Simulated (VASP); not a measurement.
Write the native input for VASP 6.6.1 that does the following.

* Task: single point
* Functional: PBE
* Potentials or basis: VASP PAW PBE potentials, release 64 (C)
* Cutoff: 520 eV
* k mesh: 20 × 20 × 20
* Occupations: gaussian, width 0.02 eV
* Spin: no spin polarisation
* Further INCAR settings: ALGO = Fast; EDIFF = 1e-07; NBANDS = 11

The structure of C lies in POSCAR:

```
C                                       
1.0
    0.0000000000      1.8217557644      1.8217557644
    1.8217557644      0.0000000000      1.8217557644
    1.8217557644      1.8217557644      0.0000000000
  C             
     2
Direct
     0.0000000000000000    0.0000000000000000    0.0000000000000000
     0.2500000000000000    0.2500000000000000    0.2500000000000000
```

This isn't the form of C at room conditions, which is graphite.

The cell isn't the ideal one: a relaxed cell with its volume scaled by 1.06.

These files were run (other wordings do the same):

INCAR

```
ALGO = Fast ; EDIFF = 1E-7
ENCUT = 520 ; GGA = PE
ISIF = 2 ; ISMEAR = 0
LASPH = T ; LCHARG = F
LREAL = F ; LWAVE = F
NBANDS = 11 ; NELM = 80
PREC = Accurate ; SIGMA = 0.02
```

KPOINTS

```
k-points
0
Gamma
  20 20 20
```

Potentials or basis: VASP PAW PBE potentials, release 64 (C).

The run is started by

```sh
$ cat potpaw_PBE.64/C/POTCAR > POTCAR
$ mpirun -np 1 vasp_std > vasp.out
```

It gave:

```json
{"Pressure": "-22.7 GPa", "Band gap on the k mesh": "3.99 eV, indirect (least direct gap 5.41 eV)"}
```

Caveat: so large a pressure means that the cell lies far from this level's equilibrium, or that cutoff or potentials fall short.

Run time: 17 s on 1 thread of Intel(R) Xeon(R) Platinum 8488C (Sapphire Rapids), with other jobs on the host, peak memory 0.13 GiB.
